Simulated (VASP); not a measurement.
# InGaO2 (P6/mmm) in VASP: notebook

The runs below take InGaO2 through relaxation of cell and atoms, with PBE.

Everything below comes from runs of VASP 6.6.1. Logs are shortened: lines on timing, memory, paths and dates and some standing lists are left out, and cuts for length are marked.

## 1. Starting point

It takes space group P6/mmm (No. 191, hexagonal). The conventional cell has a = 4.231 Å, b = 4.231 Å, c = 4.488 Å, α = 90.00°, β = 90.00°, γ = 120.00°. Around In (site symmetry 6/mmm) lie 2 Ga at 2.24 Å and 6 O at 2.44 Å. Ga (site symmetry 6/mmm) is surrounded by 2 In at 2.24 Å. O (site symmetry -6m2) is surrounded by 3 In at 2.44 Å and 3 O at 2.44 Å.

The cell was built by a generator and needn't be a form met in nature.

## 2. Relaxation of cell and atoms, PBE

INCAR

```
  PREC = Normal
  ENCUT = 520
  EDIFF = 1E-4
  ISMEAR = 0
  SIGMA = 0.15
  LREAL = F
  LASPH = T
  NELM = 60
  ALGO = Fast
  ISIF = 3
  LWAVE = F
  LCHARG = F
  GGA = PE
  IBRION = 2
  NSW = 24
  EDIFFG = -0.08
```

KPOINTS

```
regular mesh
0
Gamma
  4 4 4
```

POSCAR

```
InGaO2
1.0
    4.2312743300      0.0000000000      0.0000000000
   -2.1156371600      3.6643910600      0.0000000000
    0.0000000000      0.0000000000      4.4877377000
In Ga O
1 1 2
Direct
    0.0000000000      0.0000000000      0.0000000000
    0.0000000000      0.0000000000      0.5000000000
    0.3333333300      0.6666666700      0.0000000000
    0.6666666700      0.3333333300      0.0000000000
```

Potentials or basis: VASP PAW PBE potentials, release 64 (In_d, Ga_d, O).

Command:

```console
$ cat potpaw_PBE.64/In_d/POTCAR potpaw_PBE.64/Ga_d/POTCAR potpaw_PBE.64/O/POTCAR > POTCAR
$ mpirun -np 1 vasp_std > vasp.out
```

OUTCAR:

```text
PREC = Normal
   ENCUT = 520
   EDIFF = 1E-4
   ISMEAR = 0
   LREAL = F
   LASPH = T
   NELM = 60
   ISIF = 3
   GGA = PE
   IBRION = 2
   NSW = 24
   EDIFFG = -0.08

 ion  position               nearest neighbor table
   1  0.000  0.000  0.000-   2 2.24   2 2.24   4 2.44   3 2.44   3 2.44   4 2.44   4 2.44   3 2.44

   2  0.000  0.000  0.500-   1 2.24   1 2.24
   3  0.333  0.667  0.000-   1 2.44   1 2.44   1 2.44
   4  0.667  0.333  0.000-   1 2.44   1 2.44   1 2.44

  LATTYP: Found a hexagonal cell.
 ALAT       =     4.2312743300
 C/A-ratio  =     1.0606113785

  Lattice vectors:

 A1 = (   4.2312743300,   0.0000000000,   0.0000000000)
 A2 = (  -2.1156371600,   3.6643910600,   0.0000000000)
 A3 = (   0.0000000000,   0.0000000000,   4.4877377000)

Analysis of symmetry for initial positions (statically):
=====================================================================
 Subroutine PRICEL returns:
 Original cell was already a primitive cell.

 Routine SETGRP: Setting up the symmetry group for a
 hexagonal supercell.

 Subroutine GETGRP returns: Found 24 space group operations
 (whereof 24 operations were pure point group operations)
 out of a pool of 24 trial point group operations.

The static configuration has the point symmetry D_6h.

Analysis of symmetry for dynamics (positions and initial velocities):
=====================================================================
 Subroutine PRICEL returns:
 Original cell was already a primitive cell.

 Routine SETGRP: Setting up the symmetry group for a
 hexagonal supercell.

 Subroutine GETGRP returns: Found 24 space group operations
 (whereof 24 operations were pure point group operations)
 out of a pool of 24 trial point group operations.

The dynamic configuration has the point symmetry D_6h.

 Subroutine INISYM returns: Found 24 space group operations
 (whereof 24 operations are pure point group operations),
 and found     1 'primitive' translations

----------------------------------------------------------------------------------------

                                     Primitive cell

  volume of cell :      69.5826

  direct lattice vectors                    reciprocal lattice vectors
     4.231274330  0.000000000  0.000000000     0.236335421  0.136448319  0.000000000
    -2.115637160  3.664391060  0.000000000     0.000000000  0.272896638  0.000000000
     0.000000000  0.000000000  4.487737700     0.000000000  0.000000000  0.222829422

  length of vectors
     4.231274330  4.231274327  4.487737700     0.272896638  0.272896638  0.222829422

  position of ions in fractional coordinates (direct lattice)
     0.000000000  0.000000000  0.000000000
     0.000000000  0.000000000  0.500000000
     0.333333330  0.666666670  0.000000000
     0.666666670  0.333333330  0.000000000

  ion indices of the primitive-cell ions
   primitive index   ion index
                 1           1
                 2           2
                 3           3
                 4           4

----------------------------------------------------------------------------------------

 KPOINTS: regular mesh

Automatic generation of k-mesh.
 Grid dimensions read from file:
 generate k-points for:    4    4    4

 Generating k-lattice:

  Cartesian coordinates                     Fractional coordinates (reciprocal lattice)
     0.059083855  0.034112080  0.000000000     0.250000000  0.000000000  0.000000000
     0.000000000  0.068224159  0.000000000     0.000000000  0.250000000  0.000000000
     0.000000000  0.000000000  0.055707356     0.000000000  0.000000000  0.250000000

  Length of vectors
     0.068224159  0.068224159  0.055707356

  Shift w.r.t. Gamma in fractional coordinates (k-lattice)
     0.000000000  0.000000000  0.000000000

 Subroutine IBZKPT returns following result:
 ===========================================

 Found     12 irreducible k-points:

 Following reciprocal coordinates:
            Coordinates               Weight
  0.000000  0.000000  0.000000      1.000000
  0.250000 -0.000000  0.000000      6.000000
  0.500000 -0.000000  0.000000      3.000000
  0.250000  0.250000  0.000000      6.000000
  0.000000  0.000000  0.250000      2.000000
  0.250000 -0.000000  0.250000     12.000000
  0.500000 -0.000000  0.250000      6.000000
  0.250000  0.250000  0.250000     12.000000
  0.000000  0.000000  0.500000      1.000000
  0.250000 -0.000000  0.500000      6.000000
  0.500000 -0.000000  0.500000      3.000000
  0.250000  0.250000  0.500000      6.000000
   k-points           NKPTS =     12   k-points in BZ     NKDIM =     12   number of bands    NBANDS=     23
   number of dos      NEDOS =    301   number of ions     NIONS =      4
   total plane-waves  NPLWV =  16128
   dimension x,y,z NGX =    24 NGY =   24 NGZ =   28
   dimension x,y,z NGXF=    48 NGYF=   48 NGZF=   56
   ions per type =               1   1   2
   NGX,Y,Z   is equivalent  to a cutoff of   9.43,  9.43, 10.37 a.u.
   NGXF,Y,Z  is equivalent  to a cutoff of  18.86, 18.86, 20.74 a.u.
 SYSTEM =  unknown system
   PREC   = normal    normal or accurate (medium, high low for compatibility)
   ISTART =      0    job   : 0-new  1-cont  2-samecut
   ICHARG =      2    charge: 1-file 2-atom 10-const
   ISPIN  =      1    spin polarized calculation?
   LNONCOLLINEAR =      F non collinear calculations
   LSORBIT =      F    spin-orbit coupling
   LASPH  =      T    aspherical Exc in radial PAW
   ENCUT  =  520.0 eV  38.22 Ry    6.18 a.u.   7.87  7.87  8.34*2*pi/ulx,y,z
   NELM   =     60;   NELMIN=  2; NELMDL= -5     # of ELM steps
   EDIFF  = 0.1E-03   stopping-criterion for ELM
   LREAL  =      F    real-space projection
   EDIFFG = -.8E-01   stopping-criterion for IOM
   NSW    =     24    number of steps for IOM
   IBRION =      2    ionic relax: 0-MD 1-quasi-New 2-CG
   NFREE  =      1    steps in history (QN), initial steepest desc. (CG)
   ISIF   =      3    stress and relaxation
   ISYM   =      2    0-nonsym 1-usesym 2-fastsym
   POTIM  = 0.5000    time-step for ionic-motion
   TEBEG  =    0.0;   TEEND  =   0.0 temperature during run
   PSTRESS=    0.0 pullay stress
   NELECT =      38.0000    total number of electrons
   NUPDOWN=      -1.0000    fix difference up-down
   EMIN   =  10.00;   EMAX   =-10.00  energy-range for DOS
   EFERMI =   0.00;   METHOD = LEGACY
   ISMEAR =     0;   SIGMA  =   0.15  broadening in eV -4-tet -1-fermi 0-gaus
   EFERMI_NEDOS =   21; number of points for ismear=-14 and -15
   IALGO  =     68    algorithm
   IMIX   =      4    mixing-type and parameters
     AMIX     =   0.40;   BMIX     =  1.00
     AMIX_MAG =   1.60;   BMIX_MAG =  1.00
  volume/ion in A,a.u.               =      17.40       117.39
  Fermi-wavevector in a.u.,A,eV,Ry     =   1.338143  2.528724 24.362957  1.790627
  Thomas-Fermi vector in A             =   2.466637
   LORBIT       =      0    0 simple, 1 ext, 2 COOP (PROOUT), +10 PAW based schemes
   GGA     = PE    functional components
   LHFCALC =     F    Hartree Fock is set to
   AEXX    =    0.0000 exact exchange contribution
   IVDW    =     0    specifies the selected vdW correction
   LEPSILON=     F    determine dielectric tensor
   LRPA    =     F    only Hartree local field effects (RPA)
 conjugate gradient relaxation of ions
 non-spin polarized calculation
 RMM-DIIS sequential band-by-band and
 Gauss-broadening in eV      SIGMA  =   0.15
  energy-cutoff  :      520.00
  volume of cell :       69.58
 maximum number of plane-waves:      1892
   NGX = 15   NGY = 15   NGZ = 17

--------------------------------------- Ionic step        1  -------------------------------------------

 number of electron      38.0000010 magnetization

 Free energy of the ion-electron system (eV)
  ---------------------------------------------------
  ext. energy  EPLUGINS =         0.00000000
  ---------------------------------------------------
  free energy    TOTEN  =       -13.00126352 eV

  energy without entropy =      -12.94366489  energy(sigma->0) =      -12.97246421

 E-fermi :   3.7665     XC(G=0):  -9.7336

 val. band max:        3.7657290450   @ k =   0.5000  -0.0000   0.2500
 cond. band min:       3.7686507790   @ k =   0.5000  -0.0000   0.5000
 fundamental gap:      0.0029217340
 Fermi energy:         3.7664646321

 k-point     1 :       0.0000    0.0000    0.0000
  band No.  band energies     occupation
      1     -13.8986      2.00000
      2     -13.1077      2.00000
      3     -12.3341      2.00000
      4     -12.3341      2.00000
      5     -12.1032      2.00000
      6     -12.1032      2.00000
[... 15 lines left out ...]
     22       6.9845      0.00000
     23       6.9851      0.00000
[... 458 lines left out ...]
 POSITION                                       TOTAL-FORCE (eV/Angst)
 -----------------------------------------------------------------------------------
     -0.00000      0.00000     -0.00000        -0.000000     -0.000000     -0.000000
      0.00000      0.00000      2.75551         0.000000     -0.000000     -0.000000
     -0.00000      2.33730     -0.00000        -0.000000      0.000000      0.000000
      2.02416      1.16865     -0.00000         0.000000     -0.000000     -0.000000
 -----------------------------------------------------------------------------------
    total drift:                                0.000000     -0.000000      0.000000

  FREE ENERGIE OF THE ION-ELECTRON SYSTEM (eV)
  ---------------------------------------------------
  free  energy   TOTEN  =       -14.6900862168 eV

  energy  without entropy=      -14.6184547844  energy(sigma->0) =      -14.65427050

--------------------------------------- Ionic step        6  -------------------------------------------

 number of electron      38.0000033 magnetization

 Free energy of the ion-electron system (eV)
  ---------------------------------------------------
  ext. energy  EPLUGINS =         0.00000000
  ---------------------------------------------------
  free energy    TOTEN  =       -14.75105399 eV

  energy without entropy =      -14.68685009  energy(sigma->0) =      -14.71895204

 E-fermi :   3.7834     XC(G=0):  -9.5512

 val. band max:        3.7282905436   @ k =   0.5000  -0.0000   0.0000
 cond. band min:       3.7845542801   @ k =   0.2500   0.2500   0.0000
 fundamental gap:      0.0562637365
 Fermi energy:         3.7833598886

 k-point     1 :       0.0000    0.0000    0.0000
  band No.  band energies     occupation
      1     -15.1395      2.00000
      2     -11.9950      2.00000
      3     -11.9170      2.00000
      4     -11.9170      2.00000
      5     -11.9013      2.00000
      6     -11.8851      2.00000
[... 15 lines left out ...]
     22       8.0096      0.00000
     23       8.0097      0.00000
[... 306 lines left out ...]
 POSITION                                       TOTAL-FORCE (eV/Angst)
 -----------------------------------------------------------------------------------
      1.96701      3.40696      5.48897         0.000000      0.000000      0.000000
      1.96701      3.40696      2.74448         0.000000      0.000000      0.000000
     -0.00000      2.27131     -0.00000         0.000000     -0.000000     -0.000000
      1.96701      1.13565      5.48897        -0.000000      0.000000      0.000000
 -----------------------------------------------------------------------------------
    total drift:                                0.000000     -0.000000     -0.000000

  FREE ENERGIE OF THE ION-ELECTRON SYSTEM (eV)
  ---------------------------------------------------
  free  energy   TOTEN  =       -14.7510539917 eV

  energy  without entropy=      -14.6868500907  energy(sigma->0) =      -14.71895204

 reached required accuracy - stopping structural energy minimisation
```

Run time: 68 s. Hardware: 1 thread of Intel Xeon Platinum 8488C (Sapphire Rapids), shared host; peak memory 0.15 GiB.

Results:

* Free energy: -14.7511 eV
* Relaxed volume: 18.39 Å³/atom
* Relaxed cell: a = 3.934 Å, b = 3.934 Å, c = 5.489 Å, α = 90.00°, β = 90.00°, γ = 120.00°
* Space group after relaxing (to 0.05 Å): P6/mmm (No. 191)
* Energy gained by relaxing: 437.4 meV/atom
* Ionic steps: 6
* Pressure after relaxing: 0.4 GPa
* Band gap on the k mesh: none (metal or under the smearing width)

The path:
| step | energy change (eV) | largest force (eV/Å) | pressure (GPa) | volume (Å³) |
| --- | --- | --- | --- | --- |
| 1 | 0.0000 | 0.0000 | 9.33 | 69.58 |
| 2 | -1.6880 | 0.0000 | -3.94 | 78.49 |
| 3 | -1.6847 | 0.0000 | -3.60 | 77.71 |
| 4 | -1.6875 | 0.0000 | -3.53 | 77.95 |
| 5 | -1.6888 | 0.0000 | -3.74 | 78.22 |
| 6 | -1.7498 | 0.0000 | 0.44 | 73.57 |

Final structure:
```xyz
4
Lattice="3.9340 0.0000 0.0000 -1.9670 3.4070 0.0000 0.0000 0.0000 5.4890" Properties=species:S:1:pos:R:3 pbc="T T T"
In    1.9670    3.4070    5.4890
Ga    1.9670    3.4070    2.7445
O     0.0000    2.2713    0.0000
O     1.9670    1.1357    5.4890
```

Levels at points of the mesh, in eV from the Fermi level:
```
           k point  band 15  band 16  band 17  band 18  band 19  band 20  band 21  band 22  band 23
(0.00, 0.00, 0.00)    -3.29    -3.29    -1.94    -1.94    -0.78     0.77     0.98     4.23     4.23
(0.50, 0.00, 0.00)    -3.70    -2.44    -2.25    -1.68    -0.54    -0.06     0.16     3.01     3.78
(0.00, 0.00, 0.50)    -3.29    -2.64    -2.36    -1.91    -1.91    -0.80     4.32     4.32     5.92
(0.50, 0.00, 0.50)    -5.29    -2.94    -1.62    -1.51     0.17     0.37     0.85     2.96     5.73
```

Caveat: the k mesh is coarse (spacing up to 0.43 Å⁻¹), so the values aren't converged; the relaxation stopped at a loose force limit of 0.08 eV/Å, so its end isn't a converged minimum.

## 3. Relaxation of cell and atoms, PBE

This run uses another cell than the first one, of 12.58 Å³/atom, 0.723 times its volume.

INCAR is that of step 2.

KPOINTS is that of step 2.

POSCAR

```
InGaO2
1.0
    3.7194410500      0.0000000000      0.0000000000
    0.0000000000      3.7194410500      0.0000000000
    0.0000000000      0.0000000000      3.6387783400
In Ga O
1 1 2
Direct
    0.0000000000      0.0000000000      0.0000000000
    0.5000000000      0.5000000000      0.0000000000
    0.0000000000      0.5000000000      0.5000000000
    0.5000000000      0.0000000000      0.5000000000
```

Potentials or basis: VASP PAW PBE potentials, release 64 (In_d, Ga_d, O).

Command:

```console
$ cat potpaw_PBE.64/In_d/POTCAR potpaw_PBE.64/Ga_d/POTCAR potpaw_PBE.64/O/POTCAR > POTCAR
$ mpirun -np 1 vasp_std > vasp.out
```

It took 42 s on 1 thread of Intel Xeon Platinum 8488C (Sapphire Rapids), shared host; peak memory 0.14 GiB.

The run converged. Its results:

```
Free energy                            : -16.9984 eV
Relaxed volume                         : 12.77 Å³/atom
Relaxed cell                           : a = 4.141 Å, b = 4.141 Å, c = 2.980 Å, α = 90.00°, β = 90.00°, γ = 90.00°
Space group after relaxing (to 0.05 Å) : P4/mmm (No. 123)
Energy gained by relaxing              : 469.8 meV/atom
Ionic steps                            : 7
Pressure after relaxing                : -0.7 GPa
Band gap on the k mesh                 : none (metal or under the smearing width)
```

Stress tensor (GPa, compression positive):
```
-0.50  0.00  0.00
 0.00 -0.50  0.00
 0.00  0.00 -0.97
```

The path:
```
step  energy change (eV)  largest force (eV/Å)  pressure (GPa)  volume (Å³)
   1              0.0000                0.0000            6.52        50.34
   2             -1.7309                0.0000           -4.18        53.24
   3             -1.8216                0.0000           -5.13        53.63
   4             -1.8315                0.0000           -5.45        53.74
   5             -1.8295                0.0000           -5.22        53.70
   6             -1.8741                0.0000            1.87        50.34
   7             -1.8794                0.0000           -0.66        51.10
```

Final structure:
```xyz
4
Lattice="4.1407 0.0000 0.0000 0.0000 4.1407 0.0000 0.0000 0.0000 2.9801" Properties=species:S:1:pos:R:3 pbc="T T T"
In    0.0000    0.0000    2.9801
Ga    2.0704    2.0704    0.0000
O     0.0000    2.0704    1.4900
O     2.0704    0.0000    1.4900
```

Levels at points of the mesh, in eV from the Fermi level:
```tsv
k point	band 15	band 16	band 17	band 18	band 19	band 20	band 21	band 22	band 23
(0.00, 0.00, 0.00)	-5.50	-3.00	-2.81	-2.81	-2.10	-2.04	5.09	5.09	10.38
(0.50, 0.00, 0.00)	-4.56	-4.12	-2.44	-2.32	-0.09	0.23	5.05	5.26	6.13
(0.50, 0.50, 0.00)	-2.19	-2.19	-2.16	-1.97	0.64	0.64	1.38	2.08	8.93
(0.00, 0.00, 0.50)	-3.73	-3.67	-2.09	-2.09	0.82	1.20	1.66	1.66	1.90
(0.50, 0.00, 0.50)	-4.57	-4.08	-3.03	-2.99	-0.40	0.75	3.67	3.82	4.18
(0.50, 0.50, 0.50)	-5.83	-5.59	-2.80	-2.22	-1.86	-1.79	5.06	5.06	5.36
```

Caveat: the k mesh is coarse (spacing up to 0.43 Å⁻¹), so the values aren't converged; the relaxation stopped at a loose force limit of 0.08 eV/Å, so its end isn't a converged minimum.
